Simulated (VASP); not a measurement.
VASP ran on this input.

### INCAR
```
SYSTEM=Au
PREC=Accurate; ENCUT=520; LREAL=.FALSE.
LASPH=.TRUE.
EDIFF=1E-6; NELM=100; ALGO=Normal
LMAXMIX=6
ISMEAR=1; SIGMA=0.1
GGA=91
IBRION=2; NSW=60; ISIF=3
EDIFFG=-0.01
LWAVE=.FALSE.; LCHARG=.FALSE.
```

**POSCAR**
```
Au
1
    0.0000000000     2.0824569434     2.0824569434
    2.0824569434    -0.0000000000     2.0824569434
    2.0824569434     2.0824569434     0.0000000000
Au
1
Direct
  0.0000000000   0.0000000000   0.0000000000
```

KPOINTS:
```
kpoints
0
gamma
 14 14 14
```

POTCAR, in this order: Au (PBE.64 set). Program: vasp_std.

Q: Translate this PW91 calculation to Quantum ESPRESSO's pw.x.

A: One equivalent input (not run):
```
&CONTROL
  calculation = 'vc-relax'
  pseudo_dir = './pseudo'
  outdir = './out'
  tprnfor = .true.
  tstress = .true.
  nstep = 60
  forc_conv_thr = 0.00039
/
&SYSTEM
  ibrav = 0
  nat = 1
  ntyp = 1
  ecutwfc = 76
  occupations = 'smearing'
  smearing = 'methfessel-paxton'
  degauss = 0.00735
  input_dft = 'pw91'
/
&ELECTRONS
  conv_thr = 7.3e-08
  electron_maxstep = 100
/
&IONS
/
&CELL
/
ATOMIC_SPECIES
  Au 196.967 Au.upf
CELL_PARAMETERS angstrom
     0.0000000    2.0824569    2.0824569
     2.0824569   -0.0000000    2.0824569
     2.0824569    2.0824569    0.0000000
ATOMIC_POSITIONS crystal
  Au   0.0000000  0.0000000  0.0000000
K_POINTS automatic
  14 14 14 0 0 0
```
What does not carry over: the potentials are each code's own (VASP's PAW set, PseudoDojo norm-conserving files in pw.x), so ENCUT and ecutwfc are chosen apart and not converted; conv_thr bounds pw.x's estimated SCF error, while EDIFF bounds the energy change between steps; forc_conv_thr acts on force components and is met together with etot_conv_thr.

The compound is Au in the fcc structure. It was relaxed first, which changed the volume by +6 %. The start is the result of an earlier pass.
